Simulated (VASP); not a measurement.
The input files of a VASP run:

**POSCAR**
```
CrB2
1
    0.0000000000     3.2767470000     3.3890750000
    1.9025270000     0.0000000000     3.3890750000
    1.9025270000     3.2767470000     0.0000000000
B Cr
4 2
Direct
  0.6635000000   0.3365000000   0.6635000000
  0.3365000000   0.6635000000   0.3365000000
  0.5865000000   0.9135000000   0.5865000000
  0.9135000000   0.5865000000   0.9135000000
  0.0000000000   0.0000000000   0.0000000000
  0.2500000000   0.2500000000   0.2500000000
```

### INCAR
```
SYSTEM = CrB2
PREC = Accurate
ENCUT = 400
EDIFF = 1E-6
NELM = 100
ALGO = Normal
LREAL = .FALSE.
LASPH = .TRUE.
ISMEAR = 0
SIGMA = 0.1
GGA = PE
LMAXMIX = 4
LWAVE = .FALSE.
LCHARG = .FALSE.
ISIF = 2
ISPIN = 2
MAGMOM = 0.0 0.0 0.0 0.0 3.0 3.0
LORBIT = 11
```

File KPOINTS:
```
Automatic
0
G
4 4 4
0 0 0
```

POTCAR, in this order: B Cr_pv (PBE.64 set). Program: vasp_std.

Problem. Write an equivalent input for Quantum ESPRESSO's pw.x.

Solution. One equivalent input (not run):
```
&CONTROL
  calculation = 'scf'
  pseudo_dir = './pseudo'
  outdir = './out'
  tprnfor = .true.
  tstress = .true.
/
&SYSTEM
  ibrav = 0
  nat = 6
  ntyp = 2
  ecutwfc = 94
  occupations = 'smearing'
  smearing = 'gaussian'
  degauss = 0.00735
  input_dft = 'pbe'
  nspin = 2
  starting_magnetization(2) = 0.3
/
&ELECTRONS
  conv_thr = 7.3e-08
  electron_maxstep = 100
/
ATOMIC_SPECIES
  B 10.810 B.upf
  Cr 51.996 Cr.upf
CELL_PARAMETERS angstrom
     0.0000000    3.2767470    3.3890750
     1.9025270    0.0000000    3.3890750
     1.9025270    3.2767470    0.0000000
ATOMIC_POSITIONS crystal
  B    0.6635000  0.3365000  0.6635000
  B    0.3365000  0.6635000  0.3365000
  B    0.5865000  0.9135000  0.5865000
  B    0.9135000  0.5865000  0.9135000
  Cr   0.0000000  0.0000000  0.0000000
  Cr   0.2500000  0.2500000  0.2500000
K_POINTS automatic
  4 4 4 0 0 0
```
What does not carry over: the potentials are each code's own (VASP's PAW set, PseudoDojo norm-conserving files in pw.x), so ENCUT and ecutwfc are chosen apart and not converted; conv_thr bounds pw.x's estimated SCF error, while EDIFF bounds the energy change between steps; starting_magnetization is a fraction of the valence charge and MAGMOM a moment in μB, so they match only roughly.

The structure was generated: CrB2 was put into an ordered model structure, which need not be its known phase. The cell was not relaxed at this level, and its volume differs by -5.9 % from the start's. The k-mesh is coarse (spacing up to 0.53 per Å, 2π included), so the numbers may not be converged in it.
